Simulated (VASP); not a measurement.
An input for Quantum ESPRESSO's pw.x (written as the equivalent of a VASP run, and not itself run):

```
&CONTROL
  calculation = 'scf'
  pseudo_dir = './pseudo'
  outdir = './out'
  tprnfor = .true.
  tstress = .true.
/
&SYSTEM
  ibrav = 0
  nat = 3
  ntyp = 2
  ecutwfc = 80
  occupations = 'smearing'
  smearing = 'gaussian'
  degauss = 0.000735
  input_dft = 'pbe'
/
&ELECTRONS
  conv_thr = 7.3e-08
  electron_maxstep = 100
/
ATOMIC_SPECIES
  Mo 95.950 Mo.upf
  S 32.060 S.upf
CELL_PARAMETERS angstrom
     1.5603070    0.9008430    6.3524580
    -1.5603070    0.9008430    6.3524580
     0.0000000   -1.8016870    6.3524580
ATOMIC_POSITIONS crystal
  Mo   0.9997800  0.9997800  0.9997800
  S    0.4129370  0.4129370  0.4129370
  S    0.2533030  0.2533030  0.2533030
K_POINTS automatic
  10 10 10 0 0 0
```

### Question
Translate this input to VASP (INCAR, KPOINTS, POSCAR, choice of POTCAR).

### Answer
Several could match; the one computed here: 
### INCAR
```
ALGO  =  Normal
EDIFF  =  1E-6
ENCUT  =  300
GGA  =  PE
ISIF  =  2
ISMEAR  =  0
LASPH  =  .TRUE.
LCHARG  =  .FALSE.
LMAXMIX  =  4
LREAL  =  .FALSE.
LWAVE  =  .FALSE.
NELM  =  100
PREC  =  Accurate
SIGMA  =  0.01
SYSTEM  =  MoS2
```

POSCAR:
```
MoS2
1
    1.5603070000     0.9008430000     6.3524580000
   -1.5603070000     0.9008430000     6.3524580000
    0.0000000000    -1.8016870000     6.3524580000
Mo S
1 2
Direct
  0.9997800000   0.9997800000   0.9997800000
  0.4129370000   0.4129370000   0.4129370000
  0.2533030000   0.2533030000   0.2533030000
```

File KPOINTS:
```
kpoints
0
gamma
 10 10 10
0 0 0
```

POTCAR, in this order: Mo_sv S (PBE.64 set). Program: vasp_std.

What does not carry over: the potentials are each code's own (VASP's PAW set, PseudoDojo norm-conserving files in pw.x), so ENCUT and ecutwfc are chosen apart and not converted; conv_thr bounds pw.x's estimated SCF error, while EDIFF bounds the energy change between steps.

The structure comes from a computed database's MoS2 entry; how it stands against other phases isn't given here. The cell was not relaxed at this level, and its volume differs by -5.9 % from the start's.
